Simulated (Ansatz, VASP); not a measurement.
## Two plane-wave programs on NaRh

```xyz
2
Lattice="2.7634 0.0000 0.0000 -1.3817 2.3932 0.0000 0.0000 0.0000 5.0117" Properties=species:S:1:pos:R:3 pbc="T T T"
Na    0.0000    0.0000    0.0000
Rh    0.0000    1.5955    2.5058
```

Alike in both runs: functional PBE; k mesh 24 × 24 × 12; occupations gaussian, width 0.1 eV; no spin polarisation.

Ansatz relaxed the structure, and its values are those at the end. VASP's run is a single point on that final structure, the one shown.

```csv
,VASP,Ansatz
version,VASP 6.6.1,Ansatz 0.2.0
potentials or method,"VASP PAW PBE potentials, release 64 (Na_pv, Rh_pv)","scalar-relativistic, plane waves, PAW"
plane-wave cutoff (eV),520,420
valence electrons in the cell,22,26
```

VASP gave:

* gap on the k mesh at the Fermi level (eV): none
* pressure (GPa): 0.1

**Question.** Estimate Ansatz's values.

**Answer.** gap on the k mesh at the Fermi level (eV): none; pressure (GPa): 0.0.

A gap of «none» marks a metal or a gap that the smearing closes. The functional is the same, so the differences come from potentials, cutoffs and numerics. The two sets of potentials don't hold the same shells in valence.
